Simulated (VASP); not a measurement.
```
CdTe
1.0
    0.00000     9.93457     9.93457
    9.93457     0.00000     9.93457
    9.93457     9.93457     0.00000
Cd Te
27 27
Direct
  0.00000   0.00000   0.00000
  0.00000   0.00000   0.33333
  0.00000   0.00000   0.66667
  0.00000   0.33333   0.00000
  0.00000   0.33333   0.33333
  0.00000   0.33333   0.66667
  0.00000   0.66667   0.00000
  0.00000   0.66667   0.33333
  0.00000   0.66667   0.66667
  0.33333   0.00000   0.00000
  0.33333   0.00000   0.33333
  0.33333   0.00000   0.66667
  0.33333   0.33333   0.00000
  0.33333   0.33333   0.33333
  0.33333   0.33333   0.66667
  0.33333   0.66667   0.00000
  0.33333   0.66667   0.33333
  0.33333   0.66667   0.66667
  0.66667   0.00000   0.00000
  0.66667   0.00000   0.33333
  0.66667   0.00000   0.66667
  0.66667   0.33333   0.00000
  0.66667   0.33333   0.33333
  0.66667   0.33333   0.66667
  0.66667   0.66667   0.00000
  0.66667   0.66667   0.33333
  0.66667   0.66667   0.66667
  0.08333   0.08333   0.08333
  0.08333   0.08333   0.41667
  0.08333   0.08333   0.75000
  0.08333   0.41667   0.08333
  0.08333   0.41667   0.41667
  0.08333   0.41667   0.75000
  0.08333   0.75000   0.08333
  0.08333   0.75000   0.41667
  0.08333   0.75000   0.75000
  0.41667   0.08333   0.08333
  0.41667   0.08333   0.41667
  0.41667   0.08333   0.75000
  0.41667   0.41667   0.08333
  0.41667   0.41667   0.41667
  0.41667   0.41667   0.75000
  0.41667   0.75000   0.08333
  0.41667   0.75000   0.41667
  0.41667   0.75000   0.75000
  0.75000   0.08333   0.08333
  0.75000   0.08333   0.41667
  0.75000   0.08333   0.75000
  0.75000   0.41667   0.08333
  0.75000   0.41667   0.41667
  0.75000   0.41667   0.75000
  0.75000   0.75000   0.08333
  0.75000   0.75000   0.41667
  0.75000   0.75000   0.75000
```

All values below come from PBE GGA, VASP's PBE PAW potentials (set 64) (plane waves; VASP 6.6.1). Run with PREC = Normal, LREAL = Auto, EDIFF = 1E-5, 400 eV cut-off, 1×1×1 Γ-centred mesh, Gaussian smearing of 0.050 eV, potentials Cd Te.

The supercell is sampled at Γ alone, which is coarse: total energies, pressure and levels can be off, energies of defects by several tenths of an eV.

**Question.** What does the run give for the energy per atom (σ→0)?

**Answer.** 
The energy per atom (σ→0) comes out as -2.291 eV/atom.

Only differences to runs with the same potentials and settings are physical.

The cell is a supercell, built from a database entry that may be metastable or hypothetical.
